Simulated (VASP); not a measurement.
Level of theory: PBE GGA, VASP's PBE PAW potentials (set 64) (plane waves; VASP).

The input files of a VASP run:

KPOINTS:
```
Automatic mesh
0
G
 13 13 13
```

**POSCAR**
```
Al3Sc
1
    4.1820000000     0.0000000000     0.0000000000
    0.0000000000     4.1820000000     0.0000000000
    0.0000000000     0.0000000000     4.1820000000
Sc Al
1 3
Direct
  0.0000000000   0.0000000000   0.0000000000
  0.0000000000   0.5000000000   0.5000000000
  0.5000000000   0.0000000000   0.5000000000
  0.5000000000   0.5000000000   0.0000000000
```

### INCAR
```
ISMEAR = 1
SYSTEM = Al3Sc
EDIFF = 1E-6   # SCF stop (eV)
LMAXMIX = 4
SIGMA = 0.1   # width (eV)
LWAVE = .FALSE.
NELM = 100
LREAL = .FALSE.
LCHARG = .FALSE.
ENCUT = 400   # plane-wave cut-off (eV)
ISIF = 2
LASPH = .TRUE.
GGA = PE   # PBE
PREC = Accurate
ALGO = Normal   # blocked Davidson
```

POTCAR, in this order: Sc_sv Al (PBE.64 set). Program: vasp_std.

Gaps are read on the run's mesh, which can miss a band edge.

### Question
Estimate the energy per atom (σ→0), pressure, band gap (on the k-mesh).

### Answer

* **energy per atom (σ→0)**: -4.811 eV/atom
* **band gap (on the k-mesh)**: none (metal, semimetal or under 0.01 eV)
* **pressure**: -4.30 GPa

**OSZICAR**
```
...
DAV:   7    -0.192688706961E+02    0.44801E-01   -0.10231E-01  2998   0.291E+00    0.158E+00
DAV:   8    -0.192446830071E+02    0.24188E-01   -0.40550E-02  3550   0.169E+00    0.228E-01
DAV:   9    -0.192444851284E+02    0.19788E-03   -0.24773E-03  3080   0.479E-01    0.829E-02
DAV:  10    -0.192444546466E+02    0.30482E-04   -0.15980E-04  3674   0.123E-01    0.582E-02
DAV:  11    -0.192444544268E+02    0.21978E-06   -0.23988E-05  3638   0.365E-02    0.281E-02
DAV:  12    -0.192444491664E+02    0.52604E-05   -0.27913E-05  3880   0.614E-02    0.352E-03
DAV:  13    -0.192444491320E+02    0.34365E-07   -0.19100E-06  2220   0.170E-02
   1 F= -.19244449E+02 E0= -.19244715E+02  d E =0.796683E-03
```

The compound is Al3Sc in the L1_2 structure. The cell was not relaxed at this level. The run is one of a series of settings (KPOINTS 13×13×13 Γ-centred mesh against the base run), some of them coarse on purpose.
